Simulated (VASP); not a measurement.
Here is a VASP 6.6.1 calculation.

INCAR

```
  PREC = Normal
  ENCUT = 520
  EDIFF = 1E-4
  ISMEAR = 0
  SIGMA = 0.15
  LREAL = False
  LASPH = True
  NELM = 60
  ALGO = Fast
  ISIF = 3
  LWAVE = False
  LCHARG = False
  GGA = PE
  IBRION = 2
  NSW = 24
  EDIFFG = -0.08
  KPAR = 2
```

Contents of KPOINTS:

```
regular mesh
0
Gamma
  6 6 6
```

The input POSCAR:

```
Al2SiF2
1.0
   -1.5824126600      1.5824126600      6.5765402800
    1.5824126600     -1.5824126600      6.5765402800
    1.5824126600      1.5824126600     -6.5765402800
Al Si F
2 1 2
Direct
    0.7500000000      0.2500000000      0.5000000000
    0.2500000000      0.7500000000      0.5000000000
    0.0000000000      0.0000000000      0.0000000000
    0.6426950100      0.6426950100      0.0000000000
    0.3573049900      0.3573049900      0.0000000000
```

Potentials or basis: VASP PAW PBE potentials, release 64 (Al, Si, F).

The run is started by

```sh
$ cat potpaw_PBE.64/Al/POTCAR potpaw_PBE.64/Si/POTCAR potpaw_PBE.64/F/POTCAR > POTCAR
$ mpirun -np 2 vasp_std > vasp.out
```

(1) Estimate the relaxed cell.

(2) Predict the relaxed volume.

(3) Predict the band gap on the k mesh.

## Answers

(1) a = 6.558 Å, b = 6.558 Å, c = 6.558 Å, α = 148.16°, β = 148.16°, γ = 45.64°.

(2) 15.64 Å³/atom.

(3) none (metal or under the smearing width).

Caveat: the k mesh is coarse (spacing up to 0.47 Å⁻¹), so the values aren't converged; the volume moved by over 15 % at a fixed basis, so the end points are rough.
